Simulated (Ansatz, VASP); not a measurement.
One calculation of Zn4C3, two programs

```xyz
7
Lattice="4.3381 0.0000 0.0000 0.0000 4.3381 0.0000 0.0000 0.0000 4.3381" Properties=species:S:1:pos:R:3 pbc="T T T"
Zn    2.1690    2.1690    2.1690
Zn    2.1690    0.0000    0.0000
Zn    0.0000    2.1690    0.0000
Zn    0.0000    0.0000    2.1690
C     0.0000    2.1690    2.1690
C     2.1690    0.0000    2.1690
C     2.1690    2.1690    0.0000
```

Alike in both runs: functional PBE; k mesh 4 × 4 × 4; occupations gaussian, width 0.1 eV; no spin polarisation.

Ansatz relaxed the structure, and its values are those at the end. VASP's run is a single point on that final structure, the one shown.

|  | VASP | Ansatz |
| --- | --- | --- |
| version | VASP 6.6.1 | Ansatz 0.2.0 |
| potentials or method | VASP PAW PBE potentials, release 64 (Zn, C) | scalar-relativistic, plane waves, PAW |
| plane-wave cutoff (eV) | 520 | 420 |
| valence electrons in the cell | 60 | 60 |

Ansatz gave:

```
gap on the k mesh at the Fermi level (eV) : none
pressure (GPa)                            : -0.2
```

Q: Estimate VASP's values.

A: gap on the k mesh at the Fermi level (eV): none; pressure (GPa): 0.5.

A gap of «none» marks a metal or a gap that the smearing closes. With one functional, cell and mesh, what is left measures potentials, basis and numerics.

Caveats: the k mesh is coarse (spacing up to 0.36 Å⁻¹), so the values aren't converged.
